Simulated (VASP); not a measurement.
```
CdF2
1.0
    0.00000     2.74890     2.74890
    2.74890     0.00000     2.74890
    2.74890     2.74890     0.00000
Cd F
1 2
Direct
  0.00000   0.00000   0.00000
  0.25000   0.25000   0.25000
  0.75000   0.75000   0.75000
```

All values below come from PBE GGA with D4 dispersion, VASP's PBE PAW potentials (set 64) (plane waves; VASP). Settings: 520 eV cut-off, 6×6×6 Γ-centred mesh, Gaussian smearing of 0.050 eV, potentials Cd F.

Give the stress tensor in GPa (positive for a compressed cell).

```
-2.13   0.00   0.00
 0.00  -2.13   0.00
 0.00   0.00  -2.13
```
The pressure is its mean diagonal, -2.13 GPa.

The compound is CdF2 in the fluorite structure. The cell was not relaxed at this level. The run is one of a series of settings (IVDW = 13 against the base run), some of them coarse on purpose.
